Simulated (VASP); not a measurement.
Consider the following.

```
FeS2
1.0
    4.50572     0.00000     0.00000
    0.00000     5.49421     0.00000
    0.00000     0.00000     3.43884
Fe S
2 4
Cartesian
  2.25286   2.74710   1.71942
  0.00000   0.00000   0.00000
  1.34987   4.82490   1.71942
  3.15585   0.66930   1.71942
  3.60273   3.41641   0.00000
  0.90299   2.07780   0.00000
```

Level of theory: PBE GGA, VASP's PBE PAW potentials (set 64) (plane waves; VASP). Settings: 300 eV cut-off, 4×3×5 Γ-centred mesh, Gaussian smearing of 0.010 eV, potentials Fe S.

At this cut-off the stress carries a Pulay error, which pulls relaxed volumes low.

Question: What does the run give for the energy per atom (σ→0), pressure?

Answer: 
| Item | Result |
|---|---|
| energy per atom (σ→0) | -579.0 kJ/mol-atom |
| pressure | -6.54 GPa |

The absolute energy has meaning only against runs of the same code, potentials and settings.

The structure comes from a computed database's FeS2 entry; how it stands against other phases isn't given here. The cell was not relaxed at this level. The run is not spin-polarised, so no magnetic state was tried.
